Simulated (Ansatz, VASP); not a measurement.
**Ni8Se (Ni(100)-(2x1)-Se, hollow site): VASP beside Ansatz**

Wanted: the spread between two codes on one cell, functional and k mesh. Of the first pair: The structure shown is the start of the Ansatz relaxation below; VASP solves that cell, so the two are compared at the walk's first step.

Method: plane waves, with VASP 6.6.1 beside it; single point at PBE with D3(BJ), in Ansatz 0.2.0.

### 1. The starting structure

The cell holds 9 atoms: 8 Ni and 1 Se. Cell: a = 4.978 Å, b = 2.489 Å, c = 24.039 Å, α = 90.0°, β = 90.0°, γ = 90.0°. Vacuum lies along c.

### 2. Ansatz: relaxation, PBE with D3(BJ)

Ansatz runs on its default PAW (the set named soft_2) files.

The two programs are compared at the cell with which this relaxation starts, whose forces are those of its first step.

input.yaml

```yaml
crystal:
  lattice:
    - [4.9780317396, 0.0, 0.0]
    - [0.0, 2.4890158698, 0.0]
    - [0.0, 0.0, 24.0390179078]
  atoms:
    - { symbol: Ni, position: [0.25, 0.5, 0.3535918161], spin: 0.7 }
    - { symbol: Ni, position: [0.75, 0.5, 0.3535918161], spin: 0.7 }
    - { symbol: Ni, position: [0.0, 0.0, 0.4268061216], spin: 0.7 }
    - { symbol: Ni, position: [0.5, 0.0, 0.4268061216], spin: 0.7 }
    - { symbol: Ni, position: [0.25, 0.5, 0.500020427], spin: 0.7 }
    - { symbol: Ni, position: [0.75, 0.5, 0.500020427], spin: 0.7 }
    - { symbol: Ni, position: [0.0, 0.0, 0.5732347325], spin: 0.7 }
    - { symbol: Ni, position: [0.5, 0.0, 0.5732347325], spin: 0.7 }
    - { symbol: Se, position: [0.25, 0.5, 0.6464081839] }
magnetization:
  spin_polarized: true
kpoints:
  mp_grid: { grid: [6, 11, 1] }
hamiltonian:
  xc: pbe
  dispersion: d3bj
scf:
  occupations: { method: fermi_dirac, width: 0.1 }
  convergence: { dr2_threshold: 1.0e-08 }
efield:
  axis: 3
  dipole_correction: true
  ramp_position: 0.97
  ramp_width: 0.06
relax:
  f_tol: 0.015
  max_steps: 90
  constraints: [{ sites: [0, 1, 2, 3] }]
output:
  write_potential: true
  write_density: true
  volumetric_format: npy
```

Run with:

```sh
> ansatz run input.yaml --threads 4 --pin off --max-ram 6144MiB --backend cpu --events-out ev --progress --plain --runs-dir out
```

Numbers of over 12 decimals in the logs are rounded to 6 here.

The log of the run:

```text
Engine: ansatz 0.2.0, aarch64-unknown-linux-gnu
Pseudopotentials: kind: paw
Pseudopotential: Ni, paw, valence charge 18, recommended cutoff 420 eV (normal), Ni.paw.azcp
Pseudopotential: Se, paw, valence charge 16, recommended cutoff 420 eV (normal), Se.paw.azcp
Functional definition: PBE
  parameter kappa = 0.804
  parameter beta = 0.066725
  exchange = pbe_x(kappa = kappa, mu = beta*pi^2/3)
  correlation = pbe_c(beta = beta)
Crystal: 9 atoms, lattice volume = 297.853 Å³
Basis set: ecut = 420 eV, 5829 PW (Γ), exchange–correlation on 72×36×324 points (8 copies of the dense FFT grid, shifted against one another)
Bands: 100, of which v1, the nominal top of the filled ones, is band 80 counted from 1 (79 counted from 0)
Symmetry: 4 space group operations
k-points: 24 of 66
Non-local potential: Ni, projectors of the file, l = 0: 3, l = 1: 2, l = 2: 3, l = 3: 1
Non-local potential: Se, projectors of the file, l = 0: 2, l = 1: 2, l = 2: 3, l = 3: 1
PAW form: soft (Blöchl's): semilocal exchange-correlation on the pseudo side does not see the compensation charge
PAW one-centre angular grid: Ni, 590 points (default); XC on 64 Gauss nodes
PAW one-centre angular grid: Se, 590 points (default); XC on 64 Gauss nodes
Initial density: superposition of atomic densities (neutral atoms: chi_scale 0, normalization atom)
Starting moments: Σ|m| = 5.6 μB on 8 of 9 sites
Initial wavefunctions: pseudopotential atomic-orbital guess
Functional: x = pbe(κ = 0.804, μ = 0.219515), c = pbe(β = 0.066725)
SCF iter   1: F=—  HF=-52179.545991 eV  |F-HF|=—  |Δ(HF+E_count)|=         —  Δρ=1.95e-2 (↑1.46e-2 ↓1.95e-2)  dr2=2.00e1  dr2_m=2.49e-1  M=5.526 μB ∫|m|=5.805 μB  β_m=1.00  ethr=3.10e-3  p=0.000 e·Å  D=6.81e-8 V/Å  ΔV_dip=-0.00 eV  dr2_dipole=3.08e0  V_vac-E_F(+/−)=6.89/6.89 eV  ⟨swp⟩=9.7  Hψ=23931  notcnv=0  defer=250
Mixer restart at iter 1: flushing history
efield: sawtooth ramp at fractional position 0.9700 (set: `efield.ramp_position`, or a place that a band, a saddle search or an elastic batch's reference lends), width 0.0600; the density the first Hamiltonian is built on has a dipole p = 0.000 e·Å; the dipole correction subtracts the counter field D = 6.81e-8 V/Å, which shifts the + side's vacuum level by -0.00 eV against the − side's; the planar-averaged density in the ramp window peaks in size at 2.3e-5 e/Å³
preconditioner: auto → LDOS  [metal: Δε(μ)=0.007 eV  Ē_g=7.534 eV  σ=0.100 eV  W_gap=0.02  n_scr=52 (ndim 8)  ℏωp=20.0 eV  f_vac=0.594  D(μ)=16.21/eV (n_scr^D=170)]
spin=Collinear: LDOS preconditioning applied to the charge; magnetization (m = ρ↑ − ρ↓) channel mixes plain (no charge-response kernel on spin).
SCF iter   2: F=—  HF=-52180.833318 eV  |F-HF|=—  |Δ(HF+E_count)|=    1.29e0  Δρ=1.57e-2 (↑1.57e-2 ↓1.40e-2)  dr2=6.47e0  dr2_m=8.04e-3  M=5.425 μB ∫|m|=5.939 μB  β_m=0.33  ethr=3.10e-3  p=0.019 e·Å  D=1.16e-2 V/Å  ΔV_dip=-0.28 eV  dr2_dipole=1.33e0  V_vac-E_F(+/−)=5.81/6.09 eV  ⟨swp⟩=2.6  Hψ=7928  notcnv=0  defer=349
density mixer auto → msr1: a metal under ldos (density of states about μ 3.38 of a free-electron gas's, 52 screened modes)
SCF iter   3: F=—  HF=-52184.710488 eV  |F-HF|=—  |Δ(HF+E_count)|=    3.88e0  Δρ=5.82e-3 (↑5.28e-3 ↓5.82e-3)  dr2=1.32e0  dr2_m=5.89e-3  M=5.446 μB ∫|m|=6.081 μB  β_m=0.40  ethr=3.10e-3  p=0.036 e·Å  D=2.19e-2 V/Å  ΔV_dip=-0.53 eV  dr2_dipole=3.69e-1  V_vac-E_F(+/−)=5.03/5.56 eV  ⟨swp⟩=2.8  Hψ=7043  notcnv=0  defer=335
SCF iter   4: F=—  HF=-52187.256511 eV  |F-HF|=—  |Δ(HF+E_count)|=    2.55e0  Δρ=5.22e-3 (↑2.01e-3 ↓5.22e-3)  dr2=8.92e-2  dr2_m=1.96e-2  M=5.357 μB ∫|m|=6.074 μB  β_m=0.70  ethr=8.28e-4  p=0.054 e·Å  D=3.30e-2 V/Å  ΔV_dip=-0.79 eV  dr2_dipole=1.41e-3  V_vac-E_F(+/−)=4.36/5.16 eV  ⟨swp⟩=3.2  Hψ=7254  notcnv=0  defer=325
SCF iter   5: F=—  HF=-52187.944060 eV  |F-HF|=—  |Δ(HF+E_count)|=         —  Δρ=8.61e-3 (↑3.08e-3 ↓8.61e-3)  dr2=1.36e-1  dr2_m=6.73e-2  M=5.006 μB ∫|m|=5.703 μB  β_m=0.70  ethr=5.57e-5  p=0.046 e·Å  D=2.82e-2 V/Å  ΔV_dip=-0.68 eV  dr2_dipole=3.91e-3  V_vac-E_F(+/−)=4.36/5.04 eV  ⟨swp⟩=2.2  Hψ=9084  notcnv=0  defer=325
SCF iter   6: F=—  HF=-52187.977974 eV  |F-HF|=—  |Δ(HF+E_count)|=   3.39e-2  Δρ=3.47e-3 (↑1.94e-3 ↓3.47e-3)  dr2=2.22e-2  dr2_m=1.36e-2  M=4.926 μB ∫|m|=5.599 μB  β_m=0.85  ethr=5.57e-5  p=0.044 e·Å  D=2.65e-2 V/Å  ΔV_dip=-0.64 eV  dr2_dipole=4.94e-7  V_vac-E_F(+/−)=4.35/4.98 eV  ⟨swp⟩=2.0  Hψ=7374  notcnv=0  defer=325
SCF iter   7: F=—  HF=-52187.996719 eV  |F-HF|=—  |Δ(HF+E_count)|=   1.87e-2  Δρ=3.83e-3 (↑2.18e-3 ↓3.83e-3)  dr2=5.97e-2  dr2_m=2.48e-3  M=4.892 μB ∫|m|=5.557 μB  β_m=0.64  ethr=1.39e-5  p=0.038 e·Å  D=2.32e-2 V/Å  ΔV_dip=-0.56 eV  dr2_dipole=4.01e-4  V_vac-E_F(+/−)=4.32/4.87 eV  ⟨swp⟩=2.8  Hψ=9656  notcnv=0  defer=331
[...]
SCF converged after 12 iterations
Magnetization: 4.6155 μB (82.3077 up, 77.6923 down)
Absolute magnetization: 5.2392 μB (∫|ρ↑−ρ↓|, with the PAW one-centre terms)
Spin contamination: 0.0762 ħ² per cell (⟨S²⟩ above its minimum at these occupations)
Per-site moments (μB) at R_I (Å): [(0.763098, 1.026719), (0.754725, 1.026719), (0.676768, 1.013222), (0.676768, 1.013222), (0.702118, 1.013222), (0.558571, 1.011562), (0.358979, 0.989034), (0.358979, 0.989034), (0.020509, 0.989034)]
Free energy (F): -52188.060404 eV
Harris-Foulkes:  -52188.060404 eV  (|F-HF|=7.58e-9)
Internal energy: -52187.607970 eV  (E = F + TS)
E sigma→0 (E₀):  -52187.834187 eV
Entropy (-TS):   -0.452433 eV (-50.270 meV/atom)
Fermi energy:    3.203046 eV
Dipole field:    D = 0.026529 V/Å  (p = 0.043667 e·Å, saw-weighted, corrected)
Work function:   Φ+ = 4.2595 eV   Φ− = 4.8973 eV
Levels:          The Fermi level and band energies are counted from a zero that moves with the ramp; work functions are not
--- Per-component energies (eV) ---
  E_band       = -4893.084431
  E_kinetic    = 2377.535944
  E_local      = -371593.636970  (includes V_loc(G=0)·N_el)
  E_nonlocal   = 4505.682632
  E_hartree    = 182394.931705
  E_xc         = -779.148975
  E_vxc        = -968.193993  (∫ρ·V_xc dr)
  E_paw        = -14962.016966  (= ΣΔE_a)
  E_vpaw       = -4006.356775  (= ΣTr[D̂ρ^β])
  E_aug_tail   = 0.003695  (compensation charges beyond the density's cutoff)
  E_efield     = 0.000579  (sawtooth field / dipole correction)
  E_vefield    = 2.026333  (∫n·V_field dr)
  E_ewald      = 145872.188790
  E_disp       = -3.148405  (pairwise vdW)
  E_smearing   = -0.452433  (= −TS)
  E_closure    = -0.000000  (closes the sum)
  Σ components = -52188.060404   (vs F -52188.060404, Δ=0.00e0)
--- Forces (eV/Å), atoms counted from 1 ---
  atom   1  Ni     0.00000000     0.00000000     0.38433177
  atom   2  Ni     0.00000000     0.00000000     0.40853877
  atom   3  Ni    -0.01758447     0.00000000    -0.39703362
  atom   4  Ni     0.01758447     0.00000000    -0.39703362
  atom   5  Ni     0.00000000     0.00000000     0.00065156
  atom   6  Ni     0.00000000     0.00000000    -0.00459814
  atom   7  Ni     0.00136406     0.00000000     0.00374492
  atom   8  Ni    -0.00136406     0.00000000     0.00374492
  atom   9  Se     0.00000000     0.00000000    -0.00236736
  max |Σ_I F_I| component: 2.08e-5 eV/Å
--- Band table (eV; the first three rows and the last of 48) ---
  k-point 0 ↑: bands = [... 76 lower, 2.4863, 2.4914, 2.5775, 2.5903, 2.6347, 2.6937, 2.6970, 3.3630, ... 16 higher]
  k-point 1 ↑: bands = [... 76 lower, 2.4190, 2.4922, 2.5124, 2.6036, 2.6842, 2.8638, 2.8663, 3.8226, ... 16 higher]
  k-point 2 ↑: bands = [... 76 lower, 2.4135, 2.5221, 2.5811, 2.6149, 2.6923, 2.9934, 3.3743, 4.4197, ... 16 higher]
  k-point 23 ↓: bands = [... 76 lower, 3.3233, 3.4194, 3.4454, 3.6442, 3.9172, 4.7442, 4.8803, 5.9459, ... 16 higher]
--- Relaxed structure (4 steps of the walk, 4 accepted, 0 SCFs on fresh bases) ---
  F+E_penalty+E_count = -52188.06040385 eV   max|allowed force component| = 4.598e-3 eV/Å
  atoms:
    - { symbol: Ni, position: [0.250000, 0.500000, 0.353592] }
    - { symbol: Ni, position: [0.75, 0.500000, 0.353592] }
    - { symbol: Ni, position: [0.0, 0.0, 0.426806] }
    - { symbol: Ni, position: [0.500000, 0.0, 0.426806] }
    - { symbol: Ni, position: [0.250000, 0.500000, 0.498082] }
    - { symbol: Ni, position: [0.75, 0.500000, 0.499321] }
    - { symbol: Ni, position: [-0.00675887, 0.0, 0.571357] }
    - { symbol: Ni, position: [0.506759, 0.0, 0.571357] }
    - { symbol: Se, position: [0.250000, 0.500000, 0.637997] }
```

In the SCF lines HF is the Harris–Foulkes energy and dr2 the Hartree energy of the density residual, in eV; the loop may stop once dr2 is under the threshold and the program's other checks hold. Hψ counts applications of the Hamiltonian.

(Part 1 of 3 ends here.)

[Lines on the potential files, build, host, timing and source positions are cut from VASP's logs without a mark.]

[Logs are printed without paths, hosts, clocks, repeated set-up lines and the standing remarks that a program may print on its own settings, such as how far it seeks lower states.]

[Hosts, paths, dates, database ids (printed as entryN), source tags and the programs' standing remarks are cut or masked in the printed files.]
